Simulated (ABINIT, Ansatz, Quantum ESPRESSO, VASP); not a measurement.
One structure in several programs: NaSn₂Pd₃ (P6mm, 6 atoms in the cell)

Self-consistent single point.

```xyz
6
Lattice="5.8883 0.0000 0.0000 -2.9441 5.0994 0.0000 0.0000 0.0000 4.3490" Properties=species:S:1:pos:R:3 pbc="T T T"
Na     0.0000     0.0000     0.8377
Sn     2.9441     1.6998     2.1577
Sn     0.0000     3.3996     2.1577
Pd    -1.4721     2.5497     4.3273
Pd     2.9441     0.0000     4.3273
Pd     1.4721     2.5497     4.3273
```

All programs got the same cell, k-point mesh and kind of occupations (in Ansatz's words: kpoints.mp_grid.grid = 5 5 5; scf.occupations.method = gaussian; scf.occupations.width = 0.05 eV); potentials, basis and cutoffs are each program's usual ones.

| code | model | pressure (GPa) | largest force (eV/Å) | cutoff |
|---|---|---|---|---|
| ABINIT | PBEsol, PAW (JTH v2.0 PBE PAW, files made for PBE) | -6.68 | 0.031 | 60 Ry |
| VASP | PBEsol, VASP's PBE PAW potentials (set 64) | -6.72 | 0.032 | 300 eV |
| Quantum ESPRESSO | PBEsol, GBRV 1.5 ultrasoft (PBESOL) pseudopotentials | -6.44 | 0.029 | 40 Ry |
| Ansatz | PBEsol, PAW files made with PBE | -6.55 | 0.032 | 420 eV |

Size of the force on each atom (eV/Å): Sizes of forces hide their directions.

```csv
code,Na1,Sn2,Sn3,Pd4,Pd5,Pd6
ABINIT,0.031,0.009,0.009,0.004,0.004,0.004
VASP,0.032,0.001,0.001,0.010,0.010,0.010
Quantum ESPRESSO,0.029,0.002,0.002,0.009,0.009,0.009
Ansatz,0.032,0.001,0.001,0.010,0.010,0.010
```

The spread over the programs that give each value: pressure within 0.28 GPa; largest force within 0.003 eV/Å.

The starting cell comes from a database of computed structures (which also holds hypothetical and non-ambient phases and stackings), without a prior relaxation at this level. Its lattice was rescaled by a random factor within 2.5 % of one. On Ansatz's run: Spin polarisation is off. In the base run, with a pressure of about -7 GPa the cell is away from its equilibrium volume at this level.

### Question
Why do the programs differ, and what cannot be compared?

### Answer
Differences of this kind can come from the potentials, where these differ, and from what each basis and cutoff leave unconverged. The valence holds different numbers of electrons (ABINIT 91, VASP 65, Quantum ESPRESSO 85, Ansatz (a quantum-chemistry and plane-wave program) 91). The zero of total energies and Fermi levels follows the potentials and each program's conventions, so they are not compared here. Ansatz's pressure is given at a fixed set of plane waves, as the other plane-wave codes print theirs.

VASP's run is marked for a possible Pulay error in its stress at this cutoff; no cutoff test was made.

Left out of this page: GPAW, Elk, FLEUR and SIESTA (not drawn, or without a comparable value); CP2K (unsound by tests on forces, stress, charge or solver warnings).

Keys are those of Ansatz 0.2.
